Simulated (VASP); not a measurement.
Method: optB86b-vdW, VASP's PBE PAW potentials (set 64) (plane waves; VASP).

Input for VASP

### INCAR
```
AGGAC=0.0
ALGO=Normal
EDIFF=1E-7
ENCUT=520
GGA=MK
ISIF=2
ISMEAR=1
LASPH=.True.
LCHARG=.False.
LMAXMIX=4
LREAL=.False.
LUSE_VDW=.True.
LWAVE=.False.
NELM=100
PARAM1=0.1234
PARAM2=1.0
PREC=Accurate
SIGMA=0.1
SYSTEM=SrVO3
```

File POSCAR:
```
SrVO3
1.0
  3.7571026243   0.0000000000   0.0000000000
  0.0000000000   3.7571026243   0.0000000000
  0.0000000000   0.0000000000   3.7571026243
Sr V O
1 1 3
Direct
  0.0000000000   0.0000000000   0.0000000000
  0.5000000000   0.5000000000   0.5000000000
  0.5000000000   0.0000000000   0.5000000000
  0.0000000000   0.5000000000   0.5000000000
  0.5000000000   0.5000000000   0.0000000000
```

KPOINTS:
```
Automatic mesh
0
Gamma
8 8 8
0 0 0
```

POTCAR, in this order: Sr_sv V_sv O (PBE.64 set). Program: vasp_std.

Output of the run:

**OUTCAR**
```
 ion  position               nearest neighbor table
   1  0.000  0.000  0.000-   3 2.66   4 2.66   5 2.66   3 2.66   4 2.66   4 2.66   5 2.66   4 2.66
                             3 2.66   5 2.66   3 2.66   5 2.66   2 3.25   2 3.25   2 3.25   2 3.25
   2  0.500  0.500  0.500-   3 1.88   4 1.88   5 1.88   5 1.88   3 1.88   4 1.88   1 3.25   1 3.25
                             1 3.25   1 3.25   1 3.25   1 3.25   1 3.25   1 3.25
   3  0.500  0.000  0.500-   2 1.88   2 1.88   1 2.66   1 2.66   1 2.66   1 2.66
   4  0.000  0.500  0.500-   2 1.88   2 1.88   1 2.66   1 2.66   1 2.66   1 2.66
   5  0.500  0.500  0.000-   2 1.88   2 1.88   1 2.66   1 2.66   1 2.66   1 2.66
  LATTYP: Found a simple cubic cell.
 ALAT       =     3.7571026243
 Subroutine PRICEL returns:
 Original cell was already a primitive cell.
 Subroutine GETGRP returns: Found 48 space group operations
The static configuration has the point symmetry O_h .
The dynamic configuration has the point symmetry O_h .
 Subroutine INISYM returns: Found 48 space group operations
 Subroutine IBZKPT returns following result:
 Found     35 irreducible k-points:

 Following reciprocal coordinates:
            Coordinates               Weight
  0.000000  0.000000  0.000000      1.000000
  0.125000  0.000000  0.000000      6.000000
  0.250000  0.000000  0.000000      6.000000
  0.375000  0.000000  0.000000      6.000000
...
```

### OSZICAR
```
       N       E                     dE             d eps       ncg     rms          rms(c)
DAV:   1     0.466689840420E+03    0.46669E+03   -0.24409E+04  1680   0.181E+03
DAV:   2    -0.124293760113E+02   -0.47912E+03   -0.47509E+03  2168   0.499E+02
DAV:   3    -0.392660204632E+02   -0.26837E+02   -0.25906E+02  1768   0.127E+02
DAV:   4    -0.401331303453E+02   -0.86711E+00   -0.86624E+00  2960   0.199E+01
DAV:   5    -0.401418522136E+02   -0.87219E-02   -0.86944E-02  1928   0.150E+00    0.445E+01
DAV:   6    -0.311772530732E+02    0.89646E+01   -0.88361E+01  2320   0.762E+01    0.194E+01
DAV:   7    -0.304550933400E+02    0.72216E+00   -0.24808E+01  1936   0.466E+01    0.196E+01
DAV:   8    -0.299172790440E+02    0.53781E+00   -0.33830E+00  1840   0.178E+01    0.279E+00
DAV:   9    -0.299319749115E+02   -0.14696E-01   -0.14344E-01  2336   0.245E+00    0.128E+00
DAV:  10    -0.299271328069E+02    0.48421E-02   -0.73314E-02  1856   0.275E+00    0.403E-01
DAV:  11    -0.299256198366E+02    0.15130E-02   -0.96837E-03  1824   0.893E-01    0.101E-01
DAV:  12    -0.299257044560E+02   -0.84619E-04   -0.50131E-04  2048   0.189E-01    0.886E-02
DAV:  13    -0.299256871609E+02    0.17295E-04   -0.15464E-04  1920   0.110E-01    0.899E-03
DAV:  14    -0.299256886902E+02   -0.15293E-05   -0.10940E-05  2352   0.206E-02    0.105E-02
DAV:  15    -0.299256882296E+02    0.46057E-06   -0.14512E-06  1904   0.820E-03    0.785E-03
DAV:  16    -0.299256880859E+02    0.14372E-06   -0.72388E-07  1928   0.745E-03    0.182E-03
DAV:  17    -0.299256880584E+02    0.27509E-07   -0.63351E-08   904   0.239E-03
   1 F= -.29925688E+02 E0= -.29924940E+02  d E =-.224311E-02
```

OUTCAR:
```
------------------------ aborting loop because EDIFF is reached ----------------------------------------
  FORCE on cell =-STRESS in cart. coord.  units (eV):
  Direction    XX          YY          ZZ          XY          YZ          ZX
  --------------------------------------------------------------------------------------
  Total        4.6241403      4.6241403      4.6241403      0.0000000      0.0000000      0.0000000
  in kB      139.6954985    139.6954985    139.6954985      0.0000000      0.0000000      0.0000000
  external PRESSURE =     139.6954985 kB  Pullay stress =       0.0000000 kB
  volume of cell :       53.03
      direct lattice vectors                 reciprocal lattice vectors
     3.757102624  0.000000000  0.000000000     0.266162546  0.000000000  0.000000000
     0.000000000  3.757102624  0.000000000     0.000000000  0.266162546  0.000000000
     0.000000000  0.000000000  3.757102624     0.000000000  0.000000000  0.266162546
 POSITION                                       TOTAL-FORCE (eV/Angst)
 -----------------------------------------------------------------------------------
      0.00000      0.00000      0.00000         0.000000      0.000000      0.000000
      1.87855      1.87855      1.87855         0.000000      0.000000      0.000000
      1.87855      0.00000      1.87855         0.000000      0.000000      0.000000
      0.00000      1.87855      1.87855         0.000000      0.000000      0.000000
      1.87855      1.87855      0.00000         0.000000      0.000000      0.000000
 -----------------------------------------------------------------------------------
    total drift:                                0.000000      0.000000      0.000000
  FREE ENERGIE OF THE ION-ELECTRON SYSTEM (eV)
  ---------------------------------------------------
  free  energy   TOTEN  =       -29.9256880584 eV

  energy  without entropy=      -29.9234449480  energy(sigma->0) =      -29.92494035
```
(Selected blocks of OUTCAR.)

The compound is SrVO3 in the cubic perovskite structure. This cell is one point of a volume scan, at 0.94 of the reference volume. The run is not spin-polarised, so no magnetic state was tried. The electron count is odd and the run is not spin-polarised, which forces a metal.
